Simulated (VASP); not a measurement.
OSZICAR of a VASP run on Ru (hcp):

### OSZICAR
```
       N       E                     dE             d eps       ncg     rms          rms(c)
DAV:   1     0.273359606928E+03    0.27336E+03   -0.17364E+04  4320   0.163E+03
DAV:   2    -0.133291905905E+02   -0.28669E+03   -0.28116E+03  4574   0.480E+02
DAV:   3    -0.197277347039E+02   -0.63985E+01   -0.62135E+01  4608   0.767E+01
DAV:   4    -0.198074854465E+02   -0.79751E-01   -0.77291E-01  5260   0.698E+00
DAV:   5    -0.198085547211E+02   -0.10693E-02   -0.10692E-02  4688   0.778E-01    0.176E+01
DAV:   6    -0.185525869524E+02    0.12560E+01   -0.33672E+00  4366   0.193E+01    0.465E+00
DAV:   7    -0.184673844175E+02    0.85203E-01   -0.26774E-01  4424   0.492E+00    0.110E+00
DAV:   8    -0.184591221261E+02    0.82623E-02   -0.70581E-03  4472   0.100E+00    0.193E-01
DAV:   9    -0.184591081517E+02    0.13974E-04   -0.52114E-04  5490   0.242E-01    0.486E-02
DAV:  10    -0.184591142595E+02   -0.61078E-05   -0.18275E-05  4748   0.450E-02    0.193E-02
DAV:  11    -0.184591205366E+02   -0.62770E-05   -0.11189E-06  3020   0.102E-02    0.246E-03
DAV:  12    -0.184591204939E+02    0.42718E-07   -0.67852E-08  2204   0.227E-03
   1 F= -.18459120E+02 E0= -.18458652E+02  d E =-.184591E+02
       N       E                     dE             d eps       ncg     rms          rms(c)
DAV:   1    -0.193533989613E+02   -0.89428E+00   -0.19462E+01  4334   0.548E+01    0.679E+00
DAV:   2    -0.184362505791E+02    0.91715E+00   -0.28383E+00  4330   0.175E+01    0.150E+00
DAV:   3    -0.184263308711E+02    0.99197E-02   -0.10887E-01  4360   0.308E+00    0.637E-01
DAV:   4    -0.184331476403E+02   -0.68168E-02   -0.51161E-03  4480   0.655E-01    0.215E-01
DAV:   5    -0.184343579251E+02   -0.12103E-02   -0.11682E-03  5008   0.253E-01    0.605E-02
DAV:   6    -0.184343554757E+02    0.24494E-05   -0.52830E-05  5222   0.626E-02    0.113E-02
DAV:   7    -0.184343533112E+02    0.21645E-05   -0.47290E-06  4468   0.202E-02    0.587E-03
DAV:   8    -0.184343538088E+02   -0.49756E-06   -0.21127E-07  2292   0.374E-03
   2 F= -.18434354E+02 E0= -.18433846E+02  d E =0.247667E-01
       N       E                     dE             d eps       ncg     rms          rms(c)
DAV:   1    -0.189570470347E+02   -0.52269E+00   -0.10455E+01  4340   0.393E+01    0.622E+00
DAV:   2    -0.184686409903E+02    0.48841E+00   -0.14695E+00  4334   0.128E+01    0.935E-01
DAV:   3    -0.184581378007E+02    0.10503E-01   -0.73763E-02  4380   0.257E+00    0.687E-01
DAV:   4    -0.184622360136E+02   -0.40982E-02   -0.38527E-03  4460   0.574E-01    0.137E-01
DAV:   5    -0.184626162369E+02   -0.38022E-03   -0.45057E-04  5108   0.157E-01    0.420E-02
DAV:   6    -0.184625931816E+02    0.23055E-04   -0.23863E-05  4760   0.424E-02    0.563E-03
DAV:   7    -0.184625943637E+02   -0.11821E-05   -0.19564E-06  3306   0.128E-02    0.524E-03
DAV:   8    -0.184625936805E+02    0.68321E-06   -0.19396E-07  2208   0.371E-03
   3 F= -.18462594E+02 E0= -.18462111E+02  d E =-.347319E-02
       N       E                     dE             d eps       ncg     rms          rms(c)
DAV:   1    -0.184626183126E+02   -0.23949E-04   -0.51699E-04  4340   0.280E-01    0.401E-02
DAV:   2    -0.184625935549E+02    0.24758E-04   -0.71127E-05  4336   0.891E-02    0.656E-03
DAV:   3    -0.184625935978E+02   -0.42851E-07   -0.36142E-06  4172   0.181E-02
   4 F= -.18462594E+02 E0= -.18462111E+02  d E =-.347310E-02
       N       E                     dE             d eps       ncg     rms          rms(c)
DAV:   1    -0.184636714744E+02   -0.10779E-02   -0.40278E-02  4364   0.175E+00    0.196E-01
DAV:   2    -0.184628070860E+02    0.86439E-03   -0.11977E-03  4348   0.334E-01    0.826E-02
DAV:   3    -0.184626248980E+02    0.18219E-03   -0.61795E-04  5182   0.176E-01    0.176E-02
DAV:   4    -0.184626259172E+02   -0.10192E-05   -0.18109E-05  5164   0.492E-02    0.114E-02
DAV:   5    -0.184626262041E+02   -0.28693E-06   -0.13078E-06  2780   0.951E-03
   5 F= -.18462626E+02 E0= -.18462161E+02  d E =-.326064E-04
       N       E                     dE             d eps       ncg     rms          rms(c)
DAV:   1    -0.184627825019E+02   -0.15658E-03   -0.52712E-03  4364   0.633E-01    0.714E-02
DAV:   2    -0.184626682179E+02    0.11428E-03   -0.15921E-04  4354   0.121E-01    0.301E-02
DAV:   3    -0.184626437302E+02    0.24488E-04   -0.81796E-05  5144   0.639E-02    0.620E-03
DAV:   4    -0.184626437281E+02    0.20700E-08   -0.22964E-06  3364   0.179E-02
   6 F= -.18462644E+02 E0= -.18462171E+02  d E =-.501304E-04
```

Problem. Which electronic solver shows in the log?

Solution. It is blocked Davidson (ALGO = Normal, or the opening steps of other solvers). The INCAR had ALGO = Normal.

Problem. Can the final energy be trusted as converged?

Solution. Self-consistency was reached. It stopped with EDIFF = 1E-6, NELM = 100, NSW = 60 and EDIFFG = -0.01 after 6 ionic steps (PBE GGA, plane waves, VASP's PBE PAW potentials (set 64)).

The compound is Ru in the hcp structure. This run relaxes it. Symmetry was kept, so distortions that lower it aren't found.
